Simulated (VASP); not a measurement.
An input for Quantum ESPRESSO's pw.x (written as the equivalent of a VASP run, and not itself run):

```
&CONTROL
  calculation = 'scf'
  pseudo_dir = './pseudo'
  outdir = './out'
  tprnfor = .true.
  tstress = .true.
/
&SYSTEM
  ibrav = 0
  nat = 6
  ntyp = 3
  ecutwfc = 96
  occupations = 'tetrahedra'
  input_dft = 'pbe'
  vdw_corr = 'grimme-d3'
  dftd3_version = 3
  dftd3_threebody = .false.
  nspin = 2
  starting_magnetization(1) = 0.45
  starting_magnetization(2) = -0.45
/
&ELECTRONS
  conv_thr = 7.3e-09
  electron_maxstep = 100
/
ATOMIC_SPECIES
  Mn1 54.938 Mn.upf
  Mn2 54.938 Mn.upf
  F 18.998 F.upf
CELL_PARAMETERS angstrom
     4.8922873    0.0000000    0.0000000
     0.0000000    4.8922873    0.0000000
     0.0000000    0.0000000    3.3239683
ATOMIC_POSITIONS crystal
  Mn1  0.0000000  0.0000000  0.0000000
  Mn2  0.5000000  0.5000000  0.5000000
  F    0.3035976  0.3035976  1.0000000
  F    0.8035976  0.1964024  0.5000000
  F    0.1964024  0.8035976  0.5000000
  F    0.6964024  0.6964024  0.0000000
K_POINTS automatic
  5 5 8 0 0 0
```

### Question
Write the VASP files for the same calculation (PBE-D3 (zero damping)).

### Answer
This is not unique; one that fits is 
INCAR:
```
# general
SYSTEM  = MnF2
PREC    = Accurate
ENCUT   = 520
LREAL   = F
LASPH   = T

# electronic loop
EDIFF   = 1E-7
NELM    = 100
ALGO    = Normal
LMAXMIX = 4

# smearing
ISMEAR  = -5

# functional
GGA     = PE
IVDW    = 11

# spin
ISPIN   = 2
MAGMOM  = 4.5 -4.5 -0.0 2*0.0 -0.0

# ions
ISIF    = 2

# output
LWAVE   = F
LCHARG  = T
LORBIT  = 11
NEDOS   = 601

# other
LEFG    = T
```

**KPOINTS**
```
K-points
0
gamma
5 5 8
```

**POSCAR**
```
MnF2
4.8922870
  1.0000000684   0.0000000000   0.0000000000
  0.0000000000   1.0000000684   0.0000000000
  0.0000000000   0.0000000000   0.6794303540
Mn F
2 4
Cartesian
  0.0000000000   0.0000000000   0.0000000000
  0.5000000342   0.5000000342   0.3397151770
  0.3035976005   0.3035976005   0.6794303540
  0.8035976347   0.1964024337   0.3397151770
  0.1964024337   0.8035976347   0.3397151770
  0.6964024679   0.6964024679   0.0000000000
```

POTCAR, in this order: Mn_pv F (PBE.64 set). Program: vasp_std.

Limits of the translation: the potentials are each code's own (VASP's PAW set, PseudoDojo norm-conserving files in pw.x), so ENCUT and ecutwfc are chosen apart and not converted; conv_thr bounds pw.x's estimated SCF error, while EDIFF bounds the energy change between steps; starting_magnetization is a fraction of the valence charge and MAGMOM a moment in μB, so they match only roughly; the field gradients of LEFG aren't asked of the other code.

The compound is MnF2 in the rutile structure. It was relaxed first.
